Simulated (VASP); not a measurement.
A 71-atom supercell of SiO2 (quartz) holds Si vacancy in charge state -1. It is relaxed twice, with the total moment held at 1 and at 3 μB. Calculation: PBE GGA, VASP's PBE PAW potentials (set 64) (plane waves; VASP 6.6.1). Settings: PREC = Normal, LREAL = Auto, ISYM = 0, NELECT = 381.0, EDIFF = 1E-5, 400 eV cut-off, 1×1×1 Γ-centred mesh, Gaussian smearing of 0.050 eV, potentials Si O.

The cell is charged, with a uniform compensating background. The supercell is sampled at Γ alone, which is coarse: total energies, pressure and levels can be off, energies of defects by several tenths of an eV.

**Question.** Which spin state lies lower, and by how much?

**Answer.** The state with 3 μB lies lower, by 0.10 eV.

The cell is a supercell with a defect, built from SiO2 (quartz).
